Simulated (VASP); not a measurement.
A cell of HgTe (zinc blende) near equilibrium:

```
CELL_PARAMETERS angstrom
      0.00000     3.25770     3.25770
      3.25770     0.00000     3.25770
      3.25770     3.25770     0.00000
ATOMIC_POSITIONS crystal
  Hg 0.00000 0.00000 0.00000
  Te 0.25000 0.25000 0.25000
```

Calculation: PBEsol GGA, VASP's PBE PAW potentials (set 64) (plane waves; VASP).

```json
[
 {"run": "as it is", "ΔE (meV/atom)": "0.0", "σxx": "0.00", "σyy": "0.00", "σzz": "0.00", "largest shear component, with its sign (GPa)": "0.00", "largest force (eV/Å)": "0.000"},
 {"run": "after one change", "ΔE (meV/atom)": "8.6", "σxx": "0.21", "σyy": "0.06", "σzz": "0.21", "largest shear component, with its sign (GPa)": "-1.13", "largest force (eV/Å)": "0.344"}
]
```
Stress is in GPa, positive when the cell is compressed.

Task: Which change was made?
(A) uniaxial strain of +0.5 % along z
(B) atom 1 (Hg) moved by -0.100 Å along y
(C) atom 1 (Hg) moved by 0.200 Å along z
(D) atom 2 (Te) moved by 0.050 Å along y

Result: B, atom 1 (Hg) moved by -0.100 Å along y

The compound is HgTe in the zinc blende structure.
